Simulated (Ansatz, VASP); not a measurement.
# Cross-check of SnSeS between VASP and Ansatz, part 3 of 3

Wanted: the spread between two codes on one cell, functional and k mesh. The cell is taken from a series of runs on this material, whose earlier steps may have relaxed, scaled, displaced or heated it; both programs get it as it stands.

VASP 6.6.1 and Ansatz 0.2.0.

So far: VASP: zone-centre phonons, PBEsol, pair 1; Ansatz: zone-centre phonons, PBEsol, pair 1; Side by side; Ansatz: zone-centre phonons, PBEsol, pair 2; VASP: zone-centre phonons, PBEsol, pair 2; Differences.

## (8) VASP: zone-centre phonons, PBEsol, pair 3

Level of this step: PBEsol; plane waves and PAW (Sn_d, S, Se) (VASP).

Second derivatives magnify differences that forces hide, and they need a tight electronic threshold.

File INCAR:

```
SYSTEM = SnSeS
PREC = Accurate
ENCUT = 500
EDIFF = 1E-08
NELM = 120
ISMEAR = 0
SIGMA = 0.01
LREAL = .FALSE.
ALGO = Normal
GGA = PS
NBANDS = 19
LORBIT = 11
LWAVE = .FALSE.
LCHARG = .FALSE.
ISIF = 2
IBRION = 8
LASPH = .TRUE.
GGA_COMPAT = .FALSE.
EFERMI = MIDGAP
NELMDL = -8
KPAR = 2
```

File POSCAR:

```
SnSeS
1.0
    3.8735135054      0.0000000000      0.0000000000
   -1.9367567527      3.3545610976      0.0000000000
    0.0000000000      0.0000000000     30.0000000000
Sn S Se
1 1 1
Direct
    0.0000000000      0.0000000000      0.3339163131
    0.3333333333      0.6666666667      0.3805979398
    0.6666666667      0.3333333333      0.2821524140
```

File KPOINTS:

```
Automatic mesh
0
Gamma
9 9 1
0 0 0
```

PAW data sets: Sn_d, S and Se (PBE family, release 64).

Started as:

```
$ mpirun -np 2 vasp_std
```

Numbers of over 12 decimals in the logs are rounded to 6 here.

Output:

```text
[... set-up lines as in an earlier step ...]
 entering main loop
       N       E                     dE             d eps       ncg     rms          rms(c)
DAV:   1     0.179494884398E+03    0.17949E+03   -0.10250E+04   552   0.992E+02
DAV:   2     0.946608053865E+01   -0.17003E+03   -0.16651E+03   607   0.215E+02
DAV:   3    -0.131557446087E+02   -0.22622E+02   -0.22559E+02   577   0.915E+01
DAV:   4    -0.138501670634E+02   -0.69442E+00   -0.69315E+00   642   0.190E+01
[...]
DAV:  28    -0.134514999699E+02   -0.70147E-07    0.87089E-11   461   0.599E-05    0.158E-05
DAV:  29    -0.134514999892E+02   -0.19254E-07    0.52800E-10   479   0.433E-05    0.829E-06
DAV:  30    -0.134514999959E+02   -0.67207E-08    0.58779E-10   449   0.256E-05
   1 F= -.13451500E+02 E0= -.13451500E+02  d E =0.000000E+00
 Linear response reoptimize wavefunctions to high precision
DAV:   1    -0.134514999979E+02   -0.19777E-08    0.61103E-10   482   0.166E-05
DAV:   2    -0.134514999979E+02   -0.41837E-10    0.60669E-10   365   0.687E-06
 Linear response DOF=           6
 Linear response progress:
[...]
RMM:   8    -0.793166873025E-01   -0.11232E-05   -0.14090E-07  3289   0.504E-04    0.562E-05
RMM:   9    -0.793166311768E-01    0.56126E-07    0.11918E-07  3346   0.182E-04    0.152E-05
RMM:  10    -0.793166227595E-01    0.84173E-08   -0.37453E-08  3457   0.569E-05    0.743E-06
 first order change of Fermi-energy  -0.15242E-03
 force on displaced ion       3 direction 1 :  -3.230  -0.000  -0.000
 Linear response progress:
  Degree of freedom:   6/  6
       N       E                     dE             d eps       ncg     rms          rms(c)
RMM:   1    -0.114677217389E+00   -0.11468E+00    0.57662E-02  1021   0.147E+00
RMM:   2    -0.113456787533E+00    0.12204E-02   -0.22033E-03   814   0.245E-01    0.968E-02
RMM:   3    -0.113215900748E+00    0.24089E-03   -0.30083E-04   887   0.943E-02    0.448E-02
RMM:   4    -0.113163307539E+00    0.52593E-04   -0.58053E-05   906   0.427E-02    0.254E-02
[...]
RMM:  13    -0.113144109808E+00   -0.37499E-06   -0.39771E-07   953   0.220E-04    0.283E-05
RMM:  14    -0.113144131354E+00   -0.21546E-07    0.12134E-07   970   0.762E-05    0.295E-05
RMM:  15    -0.113144123487E+00    0.78672E-08   -0.10959E-08   912   0.930E-05    0.643E-06
 first order change of Fermi-energy  -0.89405E+00
 force on displaced ion       3 direction 3 :  -0.000  -0.000  -8.360
 Linear response finished
```

OUTCAR, selected parts (step 8):

```text
  Total       -2.2710780     -2.2710780      0.0155804     -0.0000000     -0.0000000     -0.0000000
  in kB       -9.3342750     -9.3342750      0.0640364     -0.0000000     -0.0000000     -0.0000000
  external PRESSURE =      -6.2015046 kB  Pullay stress =       0.0000000 kB

 POSITION                                       TOTAL-FORCE (eV/Angst)
 -----------------------------------------------------------------------------------
      0.00000      0.00000     10.01749         0.000000     -0.000000      0.004538
     -0.00000      2.23637     11.41794        -0.000000      0.000000      0.009777
      1.93676      1.11819      8.46457        -0.000000     -0.000000     -0.014315
 -----------------------------------------------------------------------------------
    total drift:                                0.000000     -0.000000      0.000658

[... 1 part as in an earlier step ...]

[... 1 further part left out ...]
```

## (9) Ansatz: zone-centre phonons, PBEsol, pair 3

The same cell, functional and mesh now go to Ansatz, which takes its cutoff from its data sets.

The cell is taken from a series of runs on this material, whose earlier steps may have relaxed, scaled, displaced or heated it; both programs get it as it stands.

File input.yaml:

```yaml
crystal:
  lattice:
    - [3.8735135054, 0.0, 0.0]
    - [-1.9367567527, 3.3545610976, 0.0]
    - [0.0, 0.0, 30.0]
  atoms:
    - { symbol: Sn, position: [0.0, 0.0, 0.3339163131] }
    - { symbol: S, position: [0.3333333333, 0.6666666667, 0.3805979398] }
    - { symbol: Se, position: [0.6666666667, 0.3333333333, 0.282152414] }
  periodic: [true, true, false]
kpoints:
  mp_grid: { grid: [9, 9, 1] }
hamiltonian:
  xc: pbesol
  pseudopotentials: { kind: paw, azcp: { folder: soft_1 }, xc_functional: pbe }
scf:
  occupations: { method: fixed }
output:
  eigenvalues: true
phonons:
  method: dfpt
```

Started as:

```
$ ansatz run input.yaml --threads 8 --pin off --max-ram 16384MiB --backend cpu --events-out ev --progress --plain --runs-dir out
```

Output:

```text
[...]
Crystal: 3 atoms, lattice volume = 389.818 Å³
Basis set: ecut = 420 eV, 7685 PW (Γ), exchange–correlation on 54×54×432 points (8 copies of the dense FFT grid, shifted against one another)
Bands: 22, of which v1, the nominal top of the filled ones, is band 18 counted from 1 (17 counted from 0)
Symmetry: 6 space group operations
k-points: 25 of 81 (irreducible under 2 space group operations, time reversal used)
[...]
k-point 2: bands = [... 14 lower, -8.1931, -8.0046, -6.9918, -6.6024, -4.4433, -2.4366, -0.9805, -0.9597]
  k-point 24: bands = [... 14 lower, -9.4889, -8.4339, -7.4361, -6.7089, -4.2960, -1.3333, -0.5903, -0.4056]
[...]
ASR residual: 2.657e-4 → 0.000e0 eV/Å²; symmetrization residual: 1.108e-5 eV/Å²
  ASR residual per site (eV/Å²): 2.66e-4 1.93e-5 3.23e-5
  Γ frequencies (cm⁻¹): 0.00 0.00 0.00 129.81 129.81 173.32 173.32 204.43 297.77
[...]
[key lines of the parts left out:]
SCF converged after 12 iterations
Free energy (F): -12259.930253 eV
Fermi energy:    -6.561389 eV
```

## (10) Side by side

What differs besides the data sets and the points named for the pairs above, as far as they apply: the data sets hold 36 valence electrons in Ansatz (on its PAW soft_1 files) and 26 in VASP. Total energies have different zeros and are not compared.

Both answers:

| quantity | Ansatz | VASP | difference |
| --- | --- | --- | --- |
| optical mode 1 to 2 (cm⁻¹) | 129.8 | 130.5 | -0.49 % |
| optical mode 3 to 4 (cm⁻¹) | 173.3 | 172.4 | +0.51 % |
| optical mode 5 (cm⁻¹) | 204.4 | 204.9 | -0.21 % |
| optical mode 6 (cm⁻¹) | 297.8 | 298.2 | -0.15 % |

Modes are paired by rising frequency, not by their patterns, so a pair may set unlike modes beside each other; they are those without the splitting of longitudinal modes. Where the cell holds vacuum, a pressure given here is an average over it and none of the material.

## (11) Results

```
r.m.s. difference of the optical zone-centre modes, each program's sorted by frequency (zone-centre phonons, PBEsol, pair 1) : 0.84 cm⁻¹
difference in optical mode 4 (zone-centre phonons, PBEsol, pair 1)                                                           : +0.8 %
r.m.s. difference of the optical zone-centre modes, each program's sorted by frequency (zone-centre phonons, PBEsol, pair 2) : 0.76 cm⁻¹
difference in optical mode 3 to 4 (zone-centre phonons, PBEsol, pair 2)                                                      : +0.6 %
r.m.s. difference of the optical zone-centre modes, each program's sorted by frequency (zone-centre phonons, PBEsol, pair 3) : 0.68 cm⁻¹
difference in optical mode 3 to 4 (zone-centre phonons, PBEsol, pair 3)                                                      : +0.5 %
```

In words: The r.m.s. difference of the optical zone-centre modes, each program's sorted by frequency is 0.84 cm⁻¹ (zone-centre phonons, PBEsol, pair 1). The data sets hold unlike numbers of valence electrons (36 in Ansatz and 26 in VASP), so part of the differences may come from the potentials. Among the rows given in per cent, the largest difference of the zone-centre phonons, PBEsol, pair 1 pair is in optical mode 4, +0.8 %. Among the rows given in per cent, the largest difference of the zone-centre phonons, PBEsol, pair 2 pair is in optical mode 3 to 4, +0.6 %. Among the rows given in per cent, the largest difference of the zone-centre phonons, PBEsol, pair 3 pair is in optical mode 3 to 4, +0.5 %. How closely two codes agree says nothing of how well the functional describes the real material.

[Lines on the potential files, build, host, timing and source positions are cut from VASP's logs without a mark.]

[Logs are printed without paths, hosts, clocks, repeated set-up lines and the standing remarks that a program may print on its own settings, such as how far it seeks lower states.]

[Hosts, paths, dates, database ids (printed as entryN), source tags and the programs' standing remarks are cut or masked in the printed files.]
